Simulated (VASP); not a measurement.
VASP runs on CuI (zinc blende) share one base input (PBE GGA, plane waves, VASP's PBE PAW potentials (set 64)) and change the settings named in each case.

### POSCAR
```
CuI
1
    0.0000000000     3.0250000000     3.0250000000
    3.0250000000     0.0000000000     3.0250000000
    3.0250000000     3.0250000000     0.0000000000
Cu I
1 1
Direct
  0.0000000000   0.0000000000   0.0000000000
  0.2500000000   0.2500000000   0.2500000000
```

KPOINTS:
```
kpoints
0
Gamma
 7 7 7
```

**INCAR**
```
ALGO = Normal
EDIFF = 1E-6
ENCUT = 400
GGA = PE
ISIF = 2
ISMEAR = 0
LASPH = .True.
LCHARG = .False.
LMAXMIX = 4
LREAL = .False.
LWAVE = .False.
NELM = 100
PREC = Accurate
SIGMA = 0.05
SYSTEM = CuI
```

POTCAR, in this order: Cu I (PBE.64 set). Program: vasp_std.

| change | E(σ→0) (eV/atom) | pressure (GPa) | irreducible k-points |
|---|---|---|---|
| base run | -2.7802 | 0.41 | 20 |
| KPOINTS 2×2×2 Monkhorst-Pack mesh | -2.7648 | 0.63 | 2 |
| KPOINTS 3×3×3 Monkhorst-Pack mesh | -2.7013 | 1.40 | 4 |
| KPOINTS 5×5×5 Monkhorst-Pack mesh | -2.7762 | 0.48 | 10 |
| KPOINTS 7×7×7 Monkhorst-Pack mesh | -2.7802 | 0.41 | 20 |
 Unless said otherwise, spin-orbit coupling is left out, though it shifts the bands of the heavy elements here.

Left out are runs that ran out of time, are held back, or changed the cell or the kind of run, fixed moments of cells without a moment, rows past the twelfth, gaps on odd meshes, pressures of charged cells and columns that move by less than the noise.

The compound is CuI in the zinc blende structure. The cell was not relaxed at this level.
